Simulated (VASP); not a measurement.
# Al2O3 (Corundum): NMR shieldings, part 4 of 5

What are the shielding tensors of Al2O3 (Corundum)? The cell has space group R-3c. The start is a cell from a database of measured crystal structures.

VASP 6.6.1, plane waves and PAW; the level of theory is named at each step.

So far. Step 2 (Ground state): The cell has a gap of 6.21 eV on this mesh and a pressure of +7.2 GPa, which holds the misfit of the given cell and coordinates with this functional, and any error of cutoff, mesh and data sets.

### Step 4. Another functional

This step: chemical shifts by linear response (GIPAW), LDA; plane waves and PAW (Al, O) (VASP 6.6.1).

The functional is changed, to see how much the shieldings depend on it.

Contents of INCAR:

```
SYSTEM = Al2O3
PREC = Accurate
ENCUT = 560
EDIFF = 1E-09
NELM = 100
ISMEAR = 0
SIGMA = 0.01
LREAL = .FALSE.
ALGO = Normal
GGA = CA
NBANDS = 34
LWAVE = .FALSE.
LCHARG = .FALSE.
KPAR = 4
LCHIMAG = .TRUE.
LEFG = .TRUE.
DQ = 0.001
ICHIBARE = 1
LNMR_SYM_RED = .TRUE.
```

Contents of POSCAR:

```
Al2O3
1.0
    2.3802500000      1.3742379782      4.3318666667
   -2.3802500000      1.3742379782      4.3318666667
    0.0000000000     -2.7484759565      4.3318666667
Al O
4 6
Direct
    0.8521600000      0.8521600000      0.8521600000
    0.6478400000      0.6478400000      0.6478400000
    0.1478400000      0.1478400000      0.1478400000
    0.3521600000      0.3521600000      0.3521600000
    0.0566800000      0.7500000000      0.4433200000
    0.7500000000      0.4433200000      0.0566800000
    0.4433200000      0.0566800000      0.7500000000
    0.9433200000      0.2500000000      0.5566800000
    0.2500000000      0.5566800000      0.9433200000
    0.5566800000      0.9433200000      0.2500000000
```

Contents of KPOINTS:

```
Automatic mesh
0
Gamma
5 5 5
0 0 0
```

PAW data sets: Al and O (PBE family, release 64).

Started as:

```console
mpirun -np 4 vasp_std
```

Log:

```text
[banner, memory and clock lines left out]
running    4 mpi-ranks, on    1 nodes
 distrk:  each k-point on    1 cores,    4 groups
 distr:  one band on    1 cores,    1 groups

 POSCAR found type information on POSCAR AlO
 POSCAR found :  2 types and      10 ions
|                                                                             |
|               ----> ADVICE to this user running VASP <----                  |
|                                                                             |
|     You enforced a specific xc type in the INCAR file but a different       |
|     [... a line on the potential file left out ...]
|     I HOPE YOU KNOW WHAT YOU ARE DOING!                                     |
|                                                                             |

 LDA part: xc-table for (Slater(with rela. corr.)+CA(PZ))
 , standard interpolation
 POSCAR, INCAR and KPOINTS ok, starting setup
 FFT: planning ... GRIDC
 FFT: planning ... GRID_SOFT
 FFT: planning ... GRID
 WAVECAR not read
 entering main loop
       N       E                     dE             d eps       ncg     rms          rms(c)
DAV:   1     0.234623843553E+03    0.23462E+03   -0.26547E+04  1292   0.143E+03
DAV:   2    -0.771722257102E+02   -0.31180E+03   -0.30072E+03  1656   0.301E+02
DAV:   3    -0.906692736588E+02   -0.13497E+02   -0.13451E+02  1668   0.641E+01
DAV:   4    -0.907783929775E+02   -0.10912E+00   -0.10906E+00  1592   0.662E+00
DAV:   5    -0.907797603919E+02   -0.13674E-02   -0.13672E-02  1648   0.738E-01    0.163E+01
DAV:   6    -0.833799689180E+02    0.73998E+01   -0.27178E+01  1566   0.276E+01    0.539E+00
DAV:   7    -0.832829298172E+02    0.97039E-01   -0.75123E-01  1582   0.434E+00    0.306E+00
DAV:   8    -0.832079365061E+02    0.74993E-01   -0.86033E-02  1622   0.223E+00    0.588E-01
DAV:   9    -0.832036338111E+02    0.43027E-02   -0.14652E-02  1654   0.602E-01    0.270E-01
DAV:  10    -0.832036827002E+02   -0.48889E-04   -0.47488E-04  1542   0.129E-01    0.604E-02
DAV:  11    -0.832036645461E+02    0.18154E-04   -0.12252E-04  1590   0.652E-02    0.266E-02
DAV:  12    -0.832036650740E+02   -0.52790E-06   -0.30654E-06  1574   0.119E-02    0.726E-03
DAV:  13    -0.832036645453E+02    0.52875E-06   -0.19364E-06  1590   0.803E-03    0.225E-03
DAV:  14    -0.832036645448E+02    0.43974E-09   -0.53997E-08  1574   0.138E-03    0.458E-04
DAV:  15    -0.832036645449E+02   -0.39563E-10   -0.61536E-09  1590   0.389E-04
ion   1
     0.0000000     0.0000000    -0.0000000    -0.3290294    -0.0000000     0.0000000
     0.0000349     0.0000000    -0.0000000    -0.3290294    -0.0000000     0.0000000
     0.0000480     0.0000000    -0.0000000    -0.3290294    -0.0000000     0.0000000
     0.0000661     0.0000000    -0.0000000    -0.3290294    -0.0000000     0.0000000
     0.0000910     0.0000000    -0.0000000    -0.3290294    -0.0000000     0.0000000

     0.0000000     0.0000000    -0.0000000    -4.9535479    -0.0000000     0.0000000
     0.0000349     0.0000000    -0.0000000    -4.9535413    -0.0000000     0.0000000
     0.0000480     0.0000000    -0.0000000    -4.9535371    -0.0000000     0.0000000
     0.0000661     0.0000000    -0.0000000    -4.9535302    -0.0000000     0.0000000
     0.0000910     0.0000000    -0.0000000    -4.9535186    -0.0000000     0.0000000

ion   2
     0.0000000    -0.0000000    -0.0000000    -0.3290294     0.0000000     0.0000000
     0.0000349    -0.0000000    -0.0000000    -0.3290294     0.0000000     0.0000000
     0.0000480    -0.0000000    -0.0000000    -0.3290294     0.0000000     0.0000000
     0.0000661    -0.0000000    -0.0000000    -0.3290294     0.0000000     0.0000000
     0.0000910    -0.0000000    -0.0000000    -0.3290294     0.0000000     0.0000000

     0.0000000    -0.0000000    -0.0000000    -4.9535479     0.0000000     0.0000000
     0.0000349    -0.0000000    -0.0000000    -4.9535413     0.0000000     0.0000000
     0.0000480    -0.0000000    -0.0000000    -4.9535371     0.0000000     0.0000000
     0.0000661    -0.0000000    -0.0000000    -4.9535302     0.0000000     0.0000000
     0.0000910    -0.0000000    -0.0000000    -4.9535186     0.0000000     0.0000000

ion   3
     0.0000000     0.0000000    -0.0000000    -0.3290294    -0.0000000     0.0000000
     0.0000349     0.0000000    -0.0000000    -0.3290294    -0.0000000     0.0000000
     0.0000480     0.0000000    -0.0000000    -0.3290294    -0.0000000     0.0000000
     0.0000661     0.0000000    -0.0000000    -0.3290294    -0.0000000     0.0000000
     0.0000910     0.0000000    -0.0000000    -0.3290294    -0.0000000     0.0000000

     0.0000000     0.0000000    -0.0000000    -4.9535479    -0.0000000     0.0000000
     0.0000349     0.0000000    -0.0000000    -4.9535413    -0.0000000     0.0000000
     0.0000480     0.0000000    -0.0000000    -4.9535371    -0.0000000     0.0000000
     0.0000661     0.0000000    -0.0000000    -4.9535302    -0.0000000     0.0000000
     0.0000910     0.0000000    -0.0000000    -4.9535186    -0.0000000     0.0000000

ion   4
     0.0000000    -0.0000000    -0.0000000    -0.3290294     0.0000000     0.0000000
     0.0000349    -0.0000000    -0.0000000    -0.3290294     0.0000000     0.0000000
     0.0000480    -0.0000000    -0.0000000    -0.3290294     0.0000000     0.0000000
     0.0000661    -0.0000000    -0.0000000    -0.3290294     0.0000000     0.0000000
     0.0000910    -0.0000000    -0.0000000    -0.3290294     0.0000000     0.0000000

     0.0000000    -0.0000000    -0.0000000    -4.9535479     0.0000000     0.0000000
     0.0000349    -0.0000000    -0.0000000    -4.9535413     0.0000000     0.0000000
     0.0000480    -0.0000000    -0.0000000    -4.9535371     0.0000000     0.0000000
     0.0000661    -0.0000000    -0.0000000    -4.9535302     0.0000000     0.0000000
     0.0000910    -0.0000000    -0.0000000    -4.9535186     0.0000000     0.0000000

ion   5
     0.0000000    -1.7878480    -3.8345304     0.5570514     6.6416014     1.0322145
     0.0000293    -1.7878480    -3.8345303     0.5570514     6.6416014     1.0322145
     0.0000403    -1.7878480    -3.8345303     0.5570514     6.6416013     1.0322145
     0.0000555    -1.7878480    -3.8345303     0.5570514     6.6416012     1.0322145
     0.0000765    -1.7878479    -3.8345301     0.5570514     6.6416010     1.0322145

     0.0000000    -5.6917492   -13.2563461     2.1297381    22.9606650     3.2861330
     0.0000293    -5.6917478   -13.2563425     2.1297375    22.9606588     3.2861321
     0.0000403    -5.6917468   -13.2563401     2.1297371    22.9606546     3.2861315
     0.0000555    -5.6917451   -13.2563361     2.1297365    22.9606476     3.2861306
[...]
N       E                     dE             d eps       ncg     rms
RMM:   1    -0.159134283175E+03   -0.15913E+03   -0.22454E+02  4595   0.541E+01
RMM:   2    -0.162896432653E+03   -0.37621E+01   -0.67786E+00  5125   0.822E+00
RMM:   3    -0.163109251637E+03   -0.21282E+00   -0.17612E-01  5126   0.136E+00
RMM:   4    -0.163116855751E+03   -0.76041E-02   -0.14441E-02  5135   0.316E-01
RMM:   5    -0.163117541940E+03   -0.68619E-03   -0.85817E-04  5138   0.750E-02
RMM:   6    -0.163117586385E+03   -0.44445E-04   -0.88600E-05  5142   0.203E-02
RMM:   7    -0.163117591448E+03   -0.50633E-05   -0.64922E-06  5113   0.538E-03
RMM:   8    -0.163117591814E+03   -0.36571E-06   -0.74169E-07  4283   0.155E-03
RMM:   9    -0.163117591860E+03   -0.46221E-07   -0.60296E-08  3464   0.453E-04
RMM:  10    -0.163117591864E+03   -0.36839E-08   -0.81207E-09  3080   0.160E-04
RMM:  11    -0.163117591864E+03   -0.38833E-09   -0.52605E-10  2592   0.726E-05
BDIR= 3  IDIR= 1  IQ=  0
DAV:   1    -0.476716182484E+02   -0.47672E+02   -0.54410E-10  1916   0.132E-04
DAV:   2    -0.476716182483E+02    0.11428E-09   -0.27725E-11  1638   0.350E-05
       N       E                     dE             d eps       ncg     rms
RMM:   1    -0.159129684415E+03   -0.15913E+03   -0.22448E+02  4596   0.541E+01
RMM:   2    -0.162892194664E+03   -0.37625E+01   -0.67822E+00  5125   0.823E+00
RMM:   3    -0.163105172733E+03   -0.21298E+00   -0.17618E-01  5125   0.136E+00
RMM:   4    -0.163112777095E+03   -0.76044E-02   -0.14442E-02  5132   0.316E-01
RMM:   5    -0.163113463849E+03   -0.68675E-03   -0.85844E-04  5132   0.750E-02
RMM:   6    -0.163113508291E+03   -0.44442E-04   -0.88658E-05  5129   0.203E-02
RMM:   7    -0.163113513350E+03   -0.50583E-05   -0.64497E-06  5099   0.538E-03
RMM:   8    -0.163113513718E+03   -0.36842E-06   -0.75504E-07  4274   0.156E-03
RMM:   9    -0.163113513764E+03   -0.45526E-07   -0.60034E-08  3452   0.450E-04
RMM:  10    -0.163113513767E+03   -0.35951E-08   -0.77812E-09  3058   0.158E-04
RMM:  11    -0.163113513768E+03   -0.38423E-09   -0.52313E-10  2581   0.725E-05
BDIR= 3  IDIR= 1  IQ=  1
DAV:   1    -0.476708824081E+02   -0.47671E+02   -0.40319E-02  2930   0.998E-01
DAV:   2    -0.476710746351E+02   -0.19223E-03   -0.19223E-03  3368   0.230E-01
DAV:   3    -0.476710756911E+02   -0.10560E-05   -0.10559E-05  3188   0.181E-02
DAV:   4    -0.476710757085E+02   -0.17420E-07   -0.17501E-07  3328   0.253E-03
DAV:   5    -0.476710757090E+02   -0.48500E-09   -0.41343E-09  3014   0.381E-04
       N       E                     dE             d eps       ncg     rms
RMM:   1    -0.159123406490E+03   -0.15912E+03   -0.22443E+02  4592   0.540E+01
RMM:   2    -0.162886896915E+03   -0.37635E+01   -0.67862E+00  5125   0.823E+00
RMM:   3    -0.163100084427E+03   -0.21319E+00   -0.17628E-01  5126   0.136E+00
RMM:   4    -0.163107692423E+03   -0.76080E-02   -0.14448E-02  5135   0.317E-01
RMM:   5    -0.163108380260E+03   -0.68784E-03   -0.85951E-04  5138   0.751E-02
RMM:   6    -0.163108424763E+03   -0.44503E-04   -0.88837E-05  5142   0.203E-02
RMM:   7    -0.163108429828E+03   -0.50656E-05   -0.64533E-06  5112   0.538E-03
RMM:   8    -0.163108430197E+03   -0.36857E-06   -0.75586E-07  4289   0.156E-03
RMM:   9    -0.163108430242E+03   -0.45521E-07   -0.60084E-08  3462   0.450E-04
RMM:  10    -0.163108430246E+03   -0.35910E-08   -0.77694E-09  3082   0.158E-04
RMM:  11    -0.163108430246E+03   -0.38366E-09   -0.52265E-10  2595   0.723E-05
BDIR= 3  IDIR= 2  IQ= -1
DAV:   1    -0.476713099567E+02   -0.47671E+02   -0.40334E-02  2952   0.998E-01
DAV:   2    -0.476715021611E+02   -0.19220E-03   -0.19220E-03  3344   0.230E-01
DAV:   3    -0.476715032271E+02   -0.10659E-05   -0.10660E-05  3198   0.181E-02
DAV:   4    -0.476715032449E+02   -0.17854E-07   -0.17792E-07  3328   0.253E-03
DAV:   5    -0.476715032453E+02   -0.41534E-09   -0.42390E-09  2996   0.382E-04
       N       E                     dE             d eps       ncg     rms
RMM:   1    -0.159122531766E+03   -0.15912E+03   -0.22449E+02  4572   0.540E+01
RMM:   2    -0.162876044093E+03   -0.37535E+01   -0.67866E+00  5091   0.821E+00
RMM:   3    -0.163087700785E+03   -0.21166E+00   -0.17631E-01  5108   0.136E+00
RMM:   4    -0.163095299646E+03   -0.75989E-02   -0.14156E-02  5118   0.315E-01
RMM:   5    -0.163096001026E+03   -0.70138E-03   -0.88145E-04  5128   0.754E-02
RMM:   6    -0.163096047562E+03   -0.46536E-04   -0.95276E-05  5130   0.204E-02
RMM:   7    -0.163096052672E+03   -0.51102E-05   -0.65763E-06  5111   0.534E-03
RMM:   8    -0.163096053050E+03   -0.37735E-06   -0.75931E-07  4265   0.155E-03
RMM:   9    -0.163096053097E+03   -0.47709E-07   -0.63154E-08  3446   0.451E-04
RMM:  10    -0.163096053101E+03   -0.38879E-08   -0.84398E-09  3059   0.160E-04
RMM:  11    -0.163096053102E+03   -0.41928E-09   -0.56879E-10  2581   0.733E-05
BDIR= 3  IDIR= 2  IQ=  0
DAV:   1    -0.476716182484E+02   -0.47672E+02   -0.54389E-10  1916   0.132E-04
DAV:   2    -0.476716182483E+02    0.72561E-10   -0.28536E-11  1646   0.350E-05
       N       E                     dE             d eps       ncg     rms
RMM:   1    -0.159139291853E+03   -0.15914E+03   -0.22457E+02  4574   0.540E+01
RMM:   2    -0.162893901347E+03   -0.37546E+01   -0.67834E+00  5091   0.821E+00
RMM:   3    -0.163105191935E+03   -0.21129E+00   -0.17592E-01  5108   0.136E+00
RMM:   4    -0.163112764587E+03   -0.75727E-02   -0.14104E-02  5115   0.315E-01
RMM:   5    -0.163113462080E+03   -0.69749E-03   -0.87631E-04  5123   0.752E-02
RMM:   6    -0.163113508277E+03   -0.46197E-04   -0.94506E-05  5119   0.204E-02
RMM:   7    -0.163113513341E+03   -0.50647E-05   -0.65172E-06  5100   0.533E-03
RMM:   8    -0.163113513715E+03   -0.37333E-06   -0.75090E-07  4250   0.154E-03
RMM:   9    -0.163113513762E+03   -0.47109E-07   -0.62319E-08  3436   0.449E-04
RMM:  10    -0.163113513765E+03   -0.37940E-08   -0.79581E-09  3036   0.159E-04
RMM:  11    -0.163113513766E+03   -0.44423E-09   -0.59480E-10  2570   0.738E-05
BDIR= 3  IDIR= 2  IQ=  1
DAV:   1    -0.476715403041E+02   -0.47672E+02   -0.40330E-02  2954   0.998E-01
DAV:   2    -0.476717324645E+02   -0.19216E-03   -0.19216E-03  3344   0.230E-01
DAV:   3    -0.476717335295E+02   -0.10650E-05   -0.10651E-05  3202   0.181E-02
DAV:   4    -0.476717335473E+02   -0.17805E-07   -0.17769E-07  3312   0.253E-03
DAV:   5    -0.476717335477E+02   -0.42414E-09   -0.42289E-09  3000   0.381E-04
       N       E                     dE             d eps       ncg     rms
RMM:   1    -0.159154259688E+03   -0.15915E+03   -0.22469E+02  4570   0.540E+01
RMM:   2    -0.162910708371E+03   -0.37564E+01   -0.67807E+00  5091   0.821E+00
RMM:   3    -0.163121679593E+03   -0.21097E+00   -0.17556E-01  5109   0.136E+00
RMM:   4    -0.163129228490E+03   -0.75489E-02   -0.14057E-02  5118   0.315E-01
RMM:   5    -0.163129922463E+03   -0.69397E-03   -0.87167E-04  5129   0.751E-02
RMM:   6    -0.163129968358E+03   -0.45895E-04   -0.93820E-05  5132   0.203E-02
RMM:   7    -0.163129973382E+03   -0.50242E-05   -0.64650E-06  5111   0.531E-03
RMM:   8    -0.163129973752E+03   -0.36978E-06   -0.74349E-07  4266   0.154E-03
RMM:   9    -0.163129973799E+03   -0.46575E-07   -0.61572E-08  3446   0.447E-04
RMM:  10    -0.163129973802E+03   -0.37417E-08   -0.78476E-09  3062   0.159E-04
RMM:  11    -0.163129973803E+03   -0.43741E-09   -0.58505E-10  2582   0.734E-05
       N       E                     dE             d eps       ncg     rms
RLQ:   1    -0.209105049451E+01   -0.20911E+01   -0.32923E+00  3889   0.625E+00
RLQ:   2    -0.216714261719E+01   -0.76092E-01   -0.12053E-01  4988   0.111E+00
RLQ:   3    -0.217005395931E+01   -0.29113E-02   -0.33596E-03  5062   0.166E-01
RLQ:   4    -0.217015729561E+01   -0.10334E-03   -0.16890E-04  5098   0.334E-02
RLQ:   5    -0.217016426152E+01   -0.69659E-05   -0.10871E-05  4698   0.757E-03
RLQ:   6    -0.217016470566E+01   -0.44414E-06   -0.93133E-07  4341   0.190E-03
RLQ:   7    -0.217016474587E+01   -0.40208E-07   -0.59530E-08  3713   0.487E-04
RLQ:   8    -0.217016474853E+01   -0.26627E-08   -0.55816E-09  3119   0.151E-04
RLQ:   9    -0.217016474883E+01   -0.30012E-09   -0.42192E-10  2582   0.684E-05
```

The job ended after 21 min (4 MPI ranks of AMD EPYC 7R43, shared host; peak memory 2.5 GiB; 83 min of CPU time).

(Continued in part 5 of 5.)

[Lines on the potential files, build, host, timing and source positions are cut from VASP's logs without a mark.]

[Logs are printed without paths, hosts, clocks, repeated set-up lines and the standing remarks that a program may print on its own settings, such as how far it seeks lower states.]

[Hosts, paths, dates, database ids (printed as entryN), source tags and the programs' standing remarks are cut or masked in the printed files.]
